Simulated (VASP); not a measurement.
Set up this calculation in VASP 6.6.1, as the native input.

```
Task                   : relaxation of cell and atoms
Functional             : LDA
Potentials or basis    : VASP PAW LDA potentials, release 64 (Pt)
Cutoff                 : 350 eV
k mesh                 : 10 × 10 × 10
Occupations            : gaussian, width 0.1 eV
Spin                   : no spin polarisation
Further INCAR settings : ALGO = Normal; EDIFF = 1e-07; IBRION = 2; EDIFFG = -0.002; NSW = 80; ISIF = 3
```

The structure of Pt lies in POSCAR:

```
Pt                                      
1.0
   -0.0000000000      1.9475654864      1.9475654864
    1.9475654864      0.0000000000      1.9475654864
    1.9475654864      1.9475654864      0.0000000000
  Pt            
     1
Direct
     0.0000000000000000    1.0000000000000000    0.0000000000000000
```

One way to write it, as run:

INCAR

```
PREC = Accurate ; ENCUT = 350
EDIFF = 1E-7 ; ISMEAR = 0
SIGMA = 0.1 ; LREAL = F
LASPH = T ; NELM = 60
ALGO = Normal ; ISIF = 3
LWAVE = F ; LCHARG = F
GGA = CA ; IBRION = 2
NSW = 80 ; EDIFFG = -0.002
```

KPOINTS

```
regular mesh
0
Gamma
  10 10 10
```

Potentials or basis: VASP PAW LDA potentials, release 64 (Pt).

Run with:

```console
$ cat potpaw_LDA.64/Pt/POTCAR > POTCAR
$ mpirun -np 1 vasp_std > vasp.out
```

Results of the run:

| Item | Value |
| --- | --- |
| Relaxed volume | 14.77 Å³/atom |
| Relaxed cell | a = 2.754 Å, b = 2.754 Å, c = 2.754 Å, α = 60.00°, β = 60.00°, γ = 60.00° |
| Space group after relaxing (to 0.05 Å) | Fm-3m (No. 225) |
| Energy gained by relaxing | 0.0 meV/atom |
| Ionic steps | 3 |
| Pressure after relaxing | 0.0 GPa |
| Band gap on the k mesh | none (metal or under the smearing width) |

It took 9.1 s on 1 thread of Intel(R) Xeon(R) Platinum 8259CL CPU @ 2.50GHz (Skylake/Cascade Lake), with other jobs on the host, peak memory 0.12 GiB.
